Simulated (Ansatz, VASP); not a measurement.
**HfZrSe4 in VASP and in Ansatz**

```
Zr Hf Se
1.0
     4.75074    0.00000    0.00000
    -2.37537    4.11426    0.00000
     0.00000    0.00000    6.23889
Zr Hf Se
1 1 4
Direct
  0.00000 0.00000 0.50000
  0.00000 0.00000 0.00000
  0.33333 0.66667 0.74899
  0.33333 0.66667 0.25101
  0.66667 0.33333 0.74899
  0.66667 0.33333 0.25101
```

Change from the starting cell: species swapped into the ZrTiB4 type (P6/mmm, No. 191).

Alike in both runs: functional PBE; k mesh 6 × 6 × 2; occupations gaussian, width 0.1 eV; no spin polarisation.

Ansatz relaxed the structure, and its values are those at the end. VASP's run is a single point on that final structure, the one shown.

|  | VASP | Ansatz |
| --- | --- | --- |
| version | VASP 6.6.1 | Ansatz 0.2.0 |
| potentials or method | VASP PAW PBE potentials, release 64 (Zr_sv, Hf_pv, Se) | scalar-relativistic, plane waves, PAW |
| plane-wave cutoff (eV) | 520 | 420 |
| valence electrons in the cell | 46 | 102 |

VASP gave:

- gap on the k mesh at the Fermi level (eV): none
- pressure (GPa): 0.0
- rms of the force components (eV/Å): 0.007

Q: Estimate Ansatz's values.

A: gap on the k mesh at the Fermi level (eV): none; pressure (GPa): 0.1; rms of the force components (eV/Å): 0.000.

A gap of «none» marks a metal or a gap that the smearing closes. The functional is the same, so the differences come from potentials, cutoffs and numerics. The two sets of potentials don't hold the same shells in valence.

Caveats: the k mesh is coarse (spacing up to 0.50 Å⁻¹), so the values aren't converged. The runs have no spin-orbit coupling, so splittings on Hf are missing.
